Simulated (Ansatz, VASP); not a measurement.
## Sn3Cl2 in VASP and in Ansatz

```
Sn Cl
1.0
     2.95082    1.70366    9.71362
    -2.95082    1.70366    9.71362
     0.00000   -3.40732    9.71362
Sn Cl
6 4
Direct
  0.40663 0.09337 0.75000
  0.75000 0.40663 0.09337
  0.09337 0.75000 0.40663
  0.59337 0.90663 0.25000
  0.25000 0.59337 0.90663
  0.90663 0.25000 0.59337
  0.83909 0.83909 0.83909
  0.66091 0.66091 0.66091
  0.16091 0.16091 0.16091
  0.33909 0.33909 0.33909
```

Alike in both runs: functional PBE; k mesh 3 × 3 × 3; occupations gaussian, width 0.1 eV; no spin polarisation.

Ansatz relaxed the structure, and its values are those at the end. VASP's run is a single point on that final structure, the one shown.

|  | VASP | Ansatz |
| --- | --- | --- |
| version | VASP 6.6.1 | Ansatz 0.2.0 |
| potentials or method | VASP PAW PBE potentials, release 64 (Sn_d, Cl) | scalar-relativistic, plane waves, PAW |
| plane-wave cutoff (eV) | 520 | 420 |
| valence electrons in the cell | 112 | 112 |

|  | VASP | Ansatz | Ansatz less VASP |
| --- | --- | --- | --- |
| gap on the k mesh at the Fermi level (eV) | none | none | - |
| pressure (GPa) | 0.0 | 0.1 | +0.07 |
| rms of the force components (eV/Å) | 0.009 | 0.009 | -0.0001 |

A gap of «none» marks a metal or a gap that the smearing closes.

Caveats: the k mesh is coarse (spacing up to 0.42 Å⁻¹), so the values aren't converged.
